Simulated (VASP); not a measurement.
Calculation: PBE GGA, VASP's PBE PAW potentials (set 64) (plane waves; VASP).

VASP input:

INCAR:
```
ALGO  =  Normal
EDIFF  =  1E-7
ENCUT  =  520
GGA  =  PE
ISIF  =  2
ISMEAR  =  0
LASPH  =  T
LCHARG  =  F
LMAXMIX  =  4
LREAL  =  F
LWAVE  =  F
NELM  =  100
PREC  =  Accurate
SIGMA  =  0.05
SYSTEM  =  BaZrO3
```

**POSCAR**
```
BaZrO3
4.2785230
  0.9999999971   0.0000000000   0.0000000000
  0.0000000000   0.9999999971   0.0000000000
  0.0000000000   0.0000000000   0.9999999971
Ba Zr O
1 1 3
Direct
  0.0000000000   0.0000000000   0.0000000000
  0.5000000000   0.5000000000   0.5000000000
  0.5000000000   0.0000000000   0.5000000000
  0.0000000000   0.5000000000   0.5000000000
  0.5000000000   0.5000000000   0.0000000000
```

**KPOINTS**
```
Automatic mesh
0
gamma
  5 5 5
0 0 0
```

POTCAR, in this order: Ba_sv Zr_sv O (PBE.64 set). Program: vasp_std.

Output

OUTCAR:
```
 ion  position               nearest neighbor table
   1  0.000  0.000  0.000-   3 3.03   4 3.03   5 3.03   3 3.03   4 3.03   4 3.03   5 3.03   4 3.03
                             3 3.03   5 3.03   3 3.03   5 3.03   2 3.71   2 3.71   2 3.71   2 3.71
   2  0.500  0.500  0.500-   3 2.14   4 2.14   5 2.14   5 2.14   3 2.14   4 2.14   1 3.71   1 3.71
                             1 3.71   1 3.71   1 3.71   1 3.71   1 3.71   1 3.71
   3  0.500  0.000  0.500-   2 2.14   2 2.14   1 3.03   1 3.03   1 3.03   1 3.03
   4  0.000  0.500  0.500-   2 2.14   2 2.14   1 3.03   1 3.03   1 3.03   1 3.03
   5  0.500  0.500  0.000-   2 2.14   2 2.14   1 3.03   1 3.03   1 3.03   1 3.03
  LATTYP: Found a simple cubic cell.
 ALAT       =     4.2785229876
 Subroutine PRICEL returns:
 Original cell was already a primitive cell.
 Subroutine GETGRP returns: Found 48 space group operations
The static configuration has the point symmetry O_h .
The dynamic configuration has the point symmetry O_h .
 Subroutine INISYM returns: Found 48 space group operations
 Subroutine IBZKPT returns following result:
 Found     10 irreducible k-points:

 Following reciprocal coordinates:
            Coordinates               Weight
  0.000000  0.000000  0.000000      1.000000
  0.200000  0.000000  0.000000      6.000000
  0.400000  0.000000  0.000000      6.000000
  0.200000  0.200000  0.000000     12.000000
...
```

OSZICAR:
```
       N       E                     dE             d eps       ncg     rms          rms(c)
DAV:   1     0.330699411016E+03    0.33070E+03   -0.22229E+04   480   0.162E+03
DAV:   2    -0.297258386182E+02   -0.36043E+03   -0.35502E+03   664   0.388E+02
DAV:   3    -0.489422900472E+02   -0.19216E+02   -0.19203E+02   768   0.895E+01
DAV:   4    -0.494470321110E+02   -0.50474E+00   -0.50466E+00   688   0.118E+01
DAV:   5    -0.494626493782E+02   -0.15617E-01   -0.15617E-01   704   0.133E+00    0.269E+01
DAV:   6    -0.417552669913E+02    0.77074E+01   -0.49925E+01   592   0.437E+01    0.119E+01
DAV:   7    -0.417172186815E+02    0.38048E-01   -0.40850E+00   728   0.111E+01    0.691E+00
DAV:   8    -0.416934291918E+02    0.23789E-01   -0.40765E-01   640   0.505E+00    0.676E-01
DAV:   9    -0.416936075741E+02   -0.17838E-03   -0.66138E-02   736   0.146E+00    0.519E-01
DAV:  10    -0.416957796799E+02   -0.21721E-02   -0.19154E-02   664   0.121E+00    0.291E-01
DAV:  11    -0.416952321827E+02    0.54750E-03   -0.30704E-03   664   0.478E-01    0.388E-02
DAV:  12    -0.416952899024E+02   -0.57720E-04   -0.18903E-04   616   0.106E-01    0.285E-02
DAV:  13    -0.416952907355E+02   -0.83308E-06   -0.26503E-05   760   0.348E-02    0.499E-03
DAV:  14    -0.416952915384E+02   -0.80297E-06   -0.33264E-06   640   0.143E-02    0.204E-03
DAV:  15    -0.416952914484E+02    0.90005E-07   -0.33947E-07   648   0.413E-03
   1 F= -.41695291E+02 E0= -.41695291E+02  d E =-.483041E-17
```

File OUTCAR:
```
------------------------ aborting loop because EDIFF is reached ----------------------------------------
  FORCE on cell =-STRESS in cart. coord.  units (eV):
  Direction    XX          YY          ZZ          XY          YZ          ZX
  --------------------------------------------------------------------------------------
  Total       -2.0486069     -2.0486069     -2.0486069     -0.0000000      0.0000000     -0.0000000
  in kB      -41.9070986    -41.9070986    -41.9070986     -0.0000000      0.0000000     -0.0000000
  external PRESSURE =     -41.9070986 kB  Pullay stress =       0.0000000 kB
  volume of cell :       78.32
      direct lattice vectors                 reciprocal lattice vectors
     4.278522988  0.000000000  0.000000000     0.233725518  0.000000000  0.000000000
     0.000000000  4.278522988  0.000000000     0.000000000  0.233725518  0.000000000
     0.000000000  0.000000000  4.278522988     0.000000000  0.000000000  0.233725518
 POSITION                                       TOTAL-FORCE (eV/Angst)
 -----------------------------------------------------------------------------------
      0.00000      0.00000      0.00000         0.000000      0.000000      0.000000
      2.13926      2.13926      2.13926         0.000000      0.000000      0.000000
      2.13926      0.00000      2.13926         0.000000      0.000000      0.000000
      0.00000      2.13926      2.13926         0.000000      0.000000      0.000000
      2.13926      2.13926      0.00000         0.000000      0.000000      0.000000
 -----------------------------------------------------------------------------------
    total drift:                                0.000000     -0.000000     -0.000000
  FREE ENERGIE OF THE ION-ELECTRON SYSTEM (eV)
  ---------------------------------------------------
  free  energy   TOTEN  =       -41.6952914484 eV

  energy  without entropy=      -41.6952914484  energy(sigma->0) =      -41.69529145
```
(Selected blocks of OUTCAR.)

The compound is BaZrO3 in the cubic perovskite structure. This cell is one point of a volume scan, at 1.03 of the reference volume.
